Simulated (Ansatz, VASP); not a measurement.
Given: the input of a run of Ansatz 0.2.0 on Zn3Sb. Atoms were shifted at random by some hundredths of an Å from the given cell, which wasn't relaxed again for these runs. The cell comes from a database or a generator and needn't be the stable form of this composition.

File input.yaml:

```yaml
crystal:
  lattice:
    - [-2.0724912, 2.0724912, 4.27060597]
    - [2.0724912, -2.0724912, 4.27060597]
    - [2.0724912, 2.0724912, -4.27060597]
  atoms:
    - { symbol: Sb, position: [0.001905, 0.00492, 0.002285] }
    - { symbol: Zn, position: [0.493869, 0.497973, -0.007078] }
    - { symbol: Zn, position: [0.252248, 0.742916, 0.494213] }
    - { symbol: Zn, position: [0.750909, 0.253538, 0.49789] }
hamiltonian:
  xc: pbe
  pseudopotentials: { kind: paw }
kpoints:
  mp_grid: { grid: [9, 9, 9] }
scf:
  occupations: { method: fermi_dirac, width: 0.05 }
output:
  forces: true
  stress: true
  eigenvalues: true
```

Potentials or basis: Ansatz PAW.

Command:

```sh
$ ansatz run input.yaml --threads 2 --pin off --max-ram 5120MiB --backend cpu --events-out ev --progress --plain --runs-dir out
```

Question: What does the same run look like in VASP 6.6.1? Potentials or basis there: PBE PAW files Sb, Zn, 520 eV.

Answer: As run (cutoffs and basis follow the program's own potentials, and thresholds, step limits or extra output files can differ):

INCAR

```
SYSTEM = Zn3Sb
ALGO = Normal ; EDIFF = 1E-7
ENCUT = 520 ; GGA = PE
ISIF = 2 ; ISMEAR = -1
LASPH = .TRUE. ; LCHARG = .FALSE.
LREAL = .FALSE. ; LWAVE = .FALSE.
NBANDS = 28 ; NELM = 80
PREC = Accurate ; SIGMA = 0.05
```

File KPOINTS:

```
k-points
0
G
  9 9 9
  0 0 0
```

The input POSCAR:

```
Zn3Sb
1.0
   -2.0724912000      2.0724912000      4.2706059700
    2.0724912000     -2.0724912000      4.2706059700
    2.0724912000      2.0724912000     -4.2706059700
Sb Zn
1 3
Direct
    0.0019050000      0.0049200000      0.0022850000
    0.4938690000      0.4979730000     -0.0070780000
    0.2522480000      0.7429160000      0.4942130000
    0.7509090000      0.2535380000      0.4978900000
```

Potentials or basis: VASP PAW PBE potentials, release 64 (Sb, Zn).

The run is started by

```console
$ cat potpaw_PBE.64/Sb/POTCAR potpaw_PBE.64/Zn/POTCAR > POTCAR
$ mpirun -np 1 vasp_std > vasp.out
```

Both were run:

|  | Ansatz | VASP |
| --- | --- | --- |
| Pressure | 2.7 GPa | 2.9 GPa |
| Largest force | 0.077 eV/Å | 0.079 eV/Å |

Ansatz's pressure holds a Pulay term of +0.08 GPa for its cutoff of 420 eV, which the other run lacks.

The potentials hold 51 and 41 valence electrons a cell.

Where Ansatz's input types no cutoff or centring, it takes its own default and a Γ-centred mesh.

Pressure is positive in compression.
